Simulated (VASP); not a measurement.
# CdNiSe3 (Pm-3m) in VASP: reference runs

Aim: a first look at CdNiSe3 with PBE, on the cell as given.

Program: VASP 6.6.1. These are calculated values, not measurements. Logs are shortened: lines on timing, memory, paths and dates and some standing lists are left out, and cuts for length are marked.

### 1 The structure

The structure is cubic, space group Pm-3m (No. 221). Conventional cell: a = 4.767 Å, b = 4.767 Å, c = 4.767 Å, α = 90.00°, β = 90.00°, γ = 90.00°. Cd (site symmetry m-3m) has 12 Se at 3.37 Å as nearest neighbours. Ni (site symmetry m-3m) is surrounded by 6 Se at 2.38 Å. Se (site symmetry 4/mmm) is surrounded by 2 Ni at 2.38 Å.

The cell was built by a generator and needn't be a form met in nature.

### 2 Single point, PBE, collinear spin, ferromagnetic start

Contents of INCAR:

```
SYSTEM = CdNiSe3
  PREC = Accurate
  ENCUT = 520
  EDIFF = 1E-7
  ISMEAR = -1
  SIGMA = 0.05
  LREAL = .FALSE.
  LASPH = .TRUE.
  NELM = 120
  ALGO = Normal
  ISIF = 2
  LWAVE = .FALSE.
  LCHARG = .TRUE.
  ISPIN = 2
  MAGMOM = 0 1 0 0 0
  LORBIT = 11
  LMAXMIX = 4
  GGA = PE
  LELF = .TRUE.
  LVHAR = .TRUE.
  NBANDS = 32
```

Contents of KPOINTS:

```
Automatic mesh
0
G
  6 6 6
  0 0 0
```

Contents of POSCAR:

```
CdNiSe3
1.0
    4.7673800000      0.0000000000      0.0000000000
    0.0000000000      4.7673800000      0.0000000000
    0.0000000000      0.0000000000      4.7673800000
Cd Ni Se
1 1 3
Direct
    0.5000000000      0.5000000000      0.5000000000
    0.0000000000      0.0000000000      0.0000000000
    0.5000000000      0.0000000000      0.0000000000
    0.0000000000      0.5000000000      0.0000000000
    0.0000000000      0.0000000000      0.5000000000
```

Potentials or basis: VASP PAW PBE potentials, release 64 (Cd, Ni, Se).

Started as:

```
$ cat potpaw_PBE.64/Cd/POTCAR potpaw_PBE.64/Ni/POTCAR potpaw_PBE.64/Se/POTCAR > POTCAR
$ mpirun -np 1 vasp_std > vasp.out
```

OUTCAR:

```text
SYSTEM = CdNiSe3
   PREC = Accurate
   ENCUT = 520
   EDIFF = 1E-7
   ISMEAR = -1
   LREAL = .FALSE.
   LASPH = .TRUE.
   NELM = 120
   ISIF = 2
   ISPIN = 2
   LORBIT = 11
   GGA = PE

 ion  position               nearest neighbor table
   1  0.500  0.500  0.500-
   2  0.000  0.000  0.000-   3 2.38   4 2.38   5 2.38   5 2.38   4 2.38   3 2.38
   3  0.500  0.000  0.000-   2 2.38   2 2.38
   4  0.000  0.500  0.000-   2 2.38   2 2.38
   5  0.000  0.000  0.500-   2 2.38   2 2.38

  LATTYP: Found a simple cubic cell.
 ALAT       =     4.7673800000

  Lattice vectors:

 A1 = (   4.7673800000,   0.0000000000,   0.0000000000)
 A2 = (   0.0000000000,   4.7673800000,   0.0000000000)
 A3 = (   0.0000000000,   0.0000000000,   4.7673800000)

Analysis of symmetry for initial positions (statically):
=====================================================================
 Subroutine PRICEL returns:
 Original cell was already a primitive cell.

 Routine SETGRP: Setting up the symmetry group for a
 simple cubic supercell.

 Subroutine GETGRP returns: Found 48 space group operations
 (whereof 48 operations were pure point group operations)
 out of a pool of 48 trial point group operations.

The static configuration has the point symmetry O_h .

Analysis of symmetry for dynamics (positions and initial velocities):
=====================================================================
 Subroutine PRICEL returns:
 Original cell was already a primitive cell.

 Routine SETGRP: Setting up the symmetry group for a
 simple cubic supercell.

 Subroutine GETGRP returns: Found 48 space group operations
 (whereof 48 operations were pure point group operations)
 out of a pool of 48 trial point group operations.

The dynamic configuration has the point symmetry O_h .

Analysis of structural, dynamic, and magnetic symmetry:
=====================================================================
 Subroutine PRICEL returns:
 Original cell was already a primitive cell.

 Routine SETGRP: Setting up the symmetry group for a
 simple cubic supercell.

 Subroutine GETGRP returns: Found 48 space group operations
 (whereof 48 operations were pure point group operations)
 out of a pool of 48 trial point group operations.

The overall configuration has the point symmetry O_h .

 Subroutine INISYM returns: Found 48 space group operations
 (whereof 48 operations are pure point group operations),
 and found     1 'primitive' translations

----------------------------------------------------------------------------------------

                                     Primitive cell

  volume of cell :     108.3526

  direct lattice vectors                    reciprocal lattice vectors
     4.767380000  0.000000000  0.000000000     0.209758819  0.000000000  0.000000000
     0.000000000  4.767380000  0.000000000     0.000000000  0.209758819  0.000000000
     0.000000000  0.000000000  4.767380000     0.000000000  0.000000000  0.209758819

  length of vectors
     4.767380000  4.767380000  4.767380000     0.209758819  0.209758819  0.209758819

  position of ions in fractional coordinates (direct lattice)
     0.500000000  0.500000000  0.500000000
     0.000000000  0.000000000  0.000000000
     0.500000000  0.000000000  0.000000000
     0.000000000  0.500000000  0.000000000
     0.000000000  0.000000000  0.500000000

  ion indices of the primitive-cell ions
   primitive index   ion index
                 1           1
                 2           2
                 3           3
                 4           4
                 5           5

----------------------------------------------------------------------------------------

 KPOINTS: Automatic mesh

Automatic generation of k-mesh.
 Grid dimensions read from file:
 generate k-points for:    6    6    6

 Generating k-lattice:

  Cartesian coordinates                     Fractional coordinates (reciprocal lattice)
     0.034959803  0.000000000  0.000000000     0.166666667  0.000000000  0.000000000
     0.000000000  0.034959803  0.000000000     0.000000000  0.166666667  0.000000000
     0.000000000  0.000000000  0.034959803     0.000000000  0.000000000  0.166666667

  Length of vectors
     0.034959803  0.034959803  0.034959803

  Shift w.r.t. Gamma in fractional coordinates (k-lattice)
     0.000000000  0.000000000  0.000000000

 Subroutine IBZKPT returns following result:
 ===========================================

 Found     20 irreducible k-points:

 Following reciprocal coordinates:
            Coordinates               Weight
  0.000000  0.000000  0.000000      1.000000
  0.166667  0.000000  0.000000      6.000000
  0.333333  0.000000  0.000000      6.000000
  0.500000  0.000000  0.000000      3.000000
  0.166667  0.166667  0.000000     12.000000
  0.333333  0.166667  0.000000     24.000000
[... 12 lines left out ...]
  0.500000  0.500000  0.333333      6.000000
  0.500000  0.500000  0.500000      1.000000
   k-points           NKPTS =     20   k-points in BZ     NKDIM =     20   number of bands    NBANDS=     32
   number of dos      NEDOS =    301   number of ions     NIONS =      5
   total plane-waves  NPLWV =  46656
   dimension x,y,z NGX =    36 NGY =   36 NGZ =   36
   dimension x,y,z NGXF=    72 NGYF=   72 NGZF=   72
   ions per type =               1   1   3
   NGX,Y,Z   is equivalent  to a cutoff of  12.55, 12.55, 12.55 a.u.
   NGXF,Y,Z  is equivalent  to a cutoff of  25.11, 25.11, 25.11 a.u.
 SYSTEM =  CdNiSe3
   PREC   = accura    normal or accurate (medium, high low for compatibility)
   ISTART =      0    job   : 0-new  1-cont  2-samecut
   ICHARG =      2    charge: 1-file 2-atom 10-const
   ISPIN  =      2    spin polarized calculation?
   LNONCOLLINEAR =      F non collinear calculations
   LSORBIT =      F    spin-orbit coupling
   LASPH  =      T    aspherical Exc in radial PAW
   ENCUT  =  520.0 eV  38.22 Ry    6.18 a.u.   8.86  8.86  8.86*2*pi/ulx,y,z
   NELM   =    120;   NELMIN=  2; NELMDL= -5     # of ELM steps
   EDIFF  = 0.1E-06   stopping-criterion for ELM
   LREAL  =      F    real-space projection
   EDIFFG = 0.1E-05   stopping-criterion for IOM
   NSW    =      0    number of steps for IOM
   IBRION =     -1    ionic relax: 0-MD 1-quasi-New 2-CG
   NFREE  =      0    steps in history (QN), initial steepest desc. (CG)
   ISIF   =      2    stress and relaxation
   ISYM   =      2    0-nonsym 1-usesym 2-fastsym
   POTIM  = 0.5000    time-step for ionic-motion
   TEBEG  =    0.0;   TEEND  =   0.0 temperature during run
   PSTRESS=    0.0 pullay stress
   NELECT =      40.0000    total number of electrons
   NUPDOWN=      -1.0000    fix difference up-down
   EMIN   =  10.00;   EMAX   =-10.00  energy-range for DOS
   EFERMI =   0.00;   METHOD = LEGACY
   ISMEAR =    -1;   SIGMA  =   0.05  broadening in eV -4-tet -1-fermi 0-gaus
   EFERMI_NEDOS =   21; number of points for ismear=-14 and -15
   IALGO  =     38    algorithm
   IMIX   =      4    mixing-type and parameters
     AMIX     =   0.40;   BMIX     =  1.00
     AMIX_MAG =   1.60;   BMIX_MAG =  1.00
  volume/ion in A,a.u.               =      21.67       146.24
  Fermi-wavevector in a.u.,A,eV,Ry     =   1.174397  2.219289 18.765279  1.379209
  Thomas-Fermi vector in A             =   2.310795
   LORBIT       =     11    0 simple, 1 ext, 2 COOP (PROOUT), +10 PAW based schemes
   GGA     = PE    functional components
   LHFCALC =     F    Hartree Fock is set to
   AEXX    =    0.0000 exact exchange contribution
   IVDW    =     0    specifies the selected vdW correction
   LEPSILON=     F    determine dielectric tensor
   LRPA    =     F    only Hartree local field effects (RPA)
 spin polarized calculation
  energy-cutoff  :      520.00
  volume of cell :      108.35
 maximum number of plane-waves:      2968
 NGX is ok and might be reduce to    36
   NGX = 17   NGY = 17   NGZ = 17

 number of electron      39.9999981 magnetization       0.0055144

 number of electron      39.9999981 magnetization      -0.0002754

 Free energy of the ion-electron system (eV)
  ---------------------------------------------------
  ext. energy  EPLUGINS =         0.00000000
  ---------------------------------------------------
  free energy    TOTEN  =       -15.81632132 eV

  energy without entropy =      -15.79328958  energy(sigma->0) =      -15.80480545

 E-fermi :   3.6160     XC(G=0): -10.1336

 val. band max:        3.5731257139   @ k =   0.5000   0.5000   0.1667
 cond. band min:       3.6250610478   @ k =   0.3333   0.3333   0.3333
 fundamental gap:      0.0519353339
 Fermi energy:         3.6160083480

 spin component 1

 k-point     1 :       0.0000    0.0000    0.0000
  band No.  band energies     occupation
      1     -10.6240      1.00000
      2      -8.3869      1.00000
      3      -8.3869      1.00000
      4      -4.5104      1.00000
      5      -4.5104      1.00000
      6      -4.5104      1.00000
[... 689 lines left out ...]
     31      13.6874      0.00000
     32      13.6874      0.00000
 Fermi energy:         3.6160083480

 spin component 2

 k-point     1 :       0.0000    0.0000    0.0000
  band No.  band energies     occupation
      1     -10.6240      1.00000
      2      -8.3869      1.00000
      3      -8.3869      1.00000
      4      -4.5104      1.00000
      5      -4.5104      1.00000
      6      -4.5104      1.00000
[... 689 lines left out ...]
     31      13.6873      0.00000
     32      13.6877      0.00000

------------------------ aborting loop because EDIFF is reached ----------------------------------------

  FORCE on cell =-STRESS in cart. coord.  units (eV):
  Direction    XX          YY          ZZ          XY          YZ          ZX
  --------------------------------------------------------------------------------------
  -------------------------------------------------------------------------------------
  Total        0.0012642      0.0012642      0.0012642      0.0000000      0.0000000     -0.0000000
  in kB        0.0186928      0.0186928      0.0186928      0.0000000      0.0000000     -0.0000000
  external PRESSURE =       0.0186928 kB  Pullay stress =       0.0000000 kB

 VOLUME and BASIS-vectors are now :
 -----------------------------------------------------------------------------
  energy-cutoff  :      520.00
  volume of cell :      108.35
      direct lattice vectors                 reciprocal lattice vectors
     4.767380000  0.000000000  0.000000000     0.209758819  0.000000000  0.000000000
     0.000000000  4.767380000  0.000000000     0.000000000  0.209758819  0.000000000
     0.000000000  0.000000000  4.767380000     0.000000000  0.000000000  0.209758819

 POSITION                                       TOTAL-FORCE (eV/Angst)
 -----------------------------------------------------------------------------------
      2.38369      2.38369      2.38369         0.000000      0.000000      0.000000
      0.00000      0.00000      0.00000         0.000000      0.000000      0.000000
      2.38369      0.00000      0.00000         0.000000      0.000000      0.000000
      0.00000      2.38369      0.00000         0.000000      0.000000      0.000000
      0.00000      0.00000      2.38369         0.000000      0.000000      0.000000
 -----------------------------------------------------------------------------------
    total drift:                                0.000000      0.000000      0.000000

  FREE ENERGIE OF THE ION-ELECTRON SYSTEM (eV)
  ---------------------------------------------------
  free  energy   TOTEN  =       -15.8163213227 eV

  energy  without entropy=      -15.7932895824  energy(sigma->0) =      -15.80480545

 total charge

# of ion       s       p       d       tot
------------------------------------------
    1        0.435   0.117   9.563  10.115
    2        0.422   0.466   8.455   9.343
    3        1.499   2.202   0.040   3.741
    4        1.499   2.202   0.040   3.741
    5        1.499   2.202   0.040   3.741
--------------------------------------------------
tot          5.353   7.189  18.139  30.681

 magnetization (x)

# of ion       s       p       d       tot
------------------------------------------
    1        0.000   0.000   0.000   0.000
    2       -0.000  -0.000  -0.000  -0.000
    3       -0.000   0.000  -0.000   0.000
    4       -0.000   0.000  -0.000   0.000
    5       -0.000   0.000  -0.000   0.000
--------------------------------------------------
tot         -0.000   0.000  -0.000  -0.000
```

Wall time 88 s (1 thread of Intel Xeon Platinum 8559C (Emerald Rapids), shared host); peak memory 0.3 GiB.

What came out:

```
Free energy                                           : -15.8163 eV
Pressure                                              : 0.0 GPa
Band gap on the k mesh                                : none (metal or under the smearing width)
Net moment                                            : 0.00 μB per cell
Valence electrons inside the program's atomic spheres : Cd 10.12; Ni 9.34; Se 3.74
```

Levels at points of the mesh, in eV from the Fermi level:
Spin up:
| k point | band 16 | band 17 | band 18 | band 19 | band 20 | band 21 | band 22 | band 23 | band 24 | band 25 |
| --- | --- | --- | --- | --- | --- | --- | --- | --- | --- | --- |
| (0.00, 0.00, 0.00) | -1.45 | -1.45 | -0.88 | -0.88 | -0.88 | -0.17 | -0.17 | -0.17 | 3.39 | 5.98 |
| (0.50, 0.00, 0.00) | -1.45 | -1.40 | -0.57 | -0.57 | -0.32 | -0.20 | -0.20 | 1.68 | 3.15 | 5.51 |
| (0.50, 0.50, 0.00) | -2.30 | -1.45 | -1.04 | -0.33 | -0.33 | 0.88 | 1.33 | 2.81 | 3.57 | 5.55 |
| (0.50, 0.50, 0.50) | -1.08 | -1.08 | -1.08 | 0.87 | 0.87 | 0.87 | 2.87 | 2.87 | 6.32 | 6.32 |
Spin down:
| k point | band 18 | band 19 | band 20 | band 21 | band 22 | band 23 |
| --- | --- | --- | --- | --- | --- | --- |
| (0.00, 0.00, 0.00) | -0.88 | -0.88 | -0.88 | -0.17 | -0.17 | -0.17 |
| (0.50, 0.00, 0.00) | -0.57 | -0.57 | -0.32 | -0.20 | -0.20 | 1.68 |
| (0.50, 0.50, 0.00) | -1.04 | -0.33 | -0.33 | 0.88 | 1.33 | 2.81 |
| (0.50, 0.50, 0.50) | -1.08 | 0.87 | 0.87 | 0.87 | 2.87 | 2.87 |

With open d or f shells a metallic result of PBE can be an artefact of self-interaction; +U or a hybrid may open a gap.
